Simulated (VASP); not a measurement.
Consider the following.

```
CELL_PARAMETERS angstrom
      3.73849     0.00000     0.00000
     -1.86924     3.23763     0.00000
      0.00000     0.00000     4.26773
ATOMIC_POSITIONS crystal
  Br 0.33333 0.66667 0.25000
  Br 0.66667 0.33333 0.75000
```

The numbers are results of PBEsol GGA, VASP's PBE PAW potentials (set 64) (plane waves; VASP), not measurements. Run with 400 eV cut-off, Gaussian smearing of 0.050 eV, potentials Br.

Q: Estimate the band gap (along the path) with the smallest direct gap where there is one.

A: 
| Property | Value |
|---|---|
| band gap (along the path) | none (metal, semimetal or under 0.01 eV) |

The absolute energy has meaning only against runs of the same code, potentials and settings.

The structure was generated: Br was put into the hcp type (P6_3/mmc), which need not be its known phase. It was relaxed first.
